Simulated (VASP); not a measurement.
All values below come from PBE GGA, VASP's PBE PAW potentials (set 64) (plane waves; VASP).

VASP input:

### KPOINTS
```
Automatic mesh
0
Gamma
9 9 9
0 0 0
```

INCAR:
```
# general
SYSTEM = K
PREC   = Accurate
ENCUT  = 800
LREAL  = .FALSE.
LASPH  = .TRUE.

# electronic loop
EDIFF  = 1E-6
NELM   = 100
ALGO   = Normal

# smearing
ISMEAR = 1
SIGMA  = 0.1

# functional
GGA    = PE

# ions
ISIF   = 2

# output
LWAVE  = .FALSE.
LCHARG = .FALSE.
```

POSCAR:
```
K
4.5726140
 -0.5773502859   0.5773502859   0.5773502859
  0.5773502859  -0.5773502859   0.5773502859
  0.5773502859   0.5773502859  -0.5773502859
K
1
Cart
  0.0000000000   0.0000000000   0.0000000000
```

POTCAR, in this order: K_sv (PBE.64 set). Program: vasp_std.

The resulting files:

**OSZICAR**
```
       N       E                     dE             d eps       ncg     rms          rms(c)
DAV:   1     0.563408836740E+02    0.56341E+02   -0.44516E+03   560   0.119E+03
DAV:   2     0.973988015172E+00   -0.55367E+02   -0.54933E+02   568   0.232E+02
DAV:   3    -0.946244537765E+00   -0.19202E+01   -0.19041E+01   872   0.415E+01
DAV:   4    -0.104857974889E+01   -0.10234E+00   -0.10235E+00   856   0.678E+00
DAV:   5    -0.104974499100E+01   -0.11652E-02   -0.11652E-02   928   0.577E-01    0.196E+00
DAV:   6    -0.104991408286E+01   -0.16909E-03   -0.15006E-03   920   0.297E-01    0.121E+00
DAV:   7    -0.105037617514E+01   -0.46209E-03   -0.29745E-03   912   0.433E-01    0.511E-02
DAV:   8    -0.105043756502E+01   -0.61390E-04   -0.11682E-04   824   0.158E-01    0.206E-02
DAV:   9    -0.105045155229E+01   -0.13987E-04   -0.13032E-05   824   0.344E-02    0.814E-03
DAV:  10    -0.105045062352E+01    0.92877E-06   -0.25568E-06   848   0.149E-02
   1 F= -.10504506E+01 E0= -.10503119E+01  d E =-.416289E-03
```

**OUTCAR**
```
------------------------ aborting loop because EDIFF is reached ----------------------------------------
  FORCE on cell =-STRESS in cart. coord.  units (eV):
  Direction    XX          YY          ZZ          XY          YZ          ZX
  --------------------------------------------------------------------------------------
  Total        0.0010743      0.0010743      0.0010743      0.0000000     -0.0000000     -0.0000000
  in kB        0.0233871      0.0233871      0.0233871      0.0000000     -0.0000000     -0.0000000
  external PRESSURE =       0.0233871 kB  Pullay stress =       0.0000000 kB
  volume of cell :       73.60
      direct lattice vectors                 reciprocal lattice vectors
    -2.640000000  2.640000000  2.640000000     0.000000000  0.189393939  0.189393939
     2.640000000 -2.640000000  2.640000000     0.189393939  0.000000000  0.189393939
     2.640000000  2.640000000 -2.640000000     0.189393939  0.189393939  0.000000000
 POSITION                                       TOTAL-FORCE (eV/Angst)
 -----------------------------------------------------------------------------------
      0.00000      0.00000      0.00000         0.000000     -0.000000      0.000000
 -----------------------------------------------------------------------------------
    total drift:                                0.000000      0.000000      0.000000
  FREE ENERGIE OF THE ION-ELECTRON SYSTEM (eV)
  ---------------------------------------------------
  free  energy   TOTEN  =        -1.0504506235 eV

  energy  without entropy=       -1.0500343349  energy(sigma->0) =       -1.05031186
```
(Selected blocks of OUTCAR.)

The compound is K in the bcc structure. The cell was not relaxed at this level. The run is one of a series of settings (ENCUT = 800 against the base run), some of them coarse on purpose.
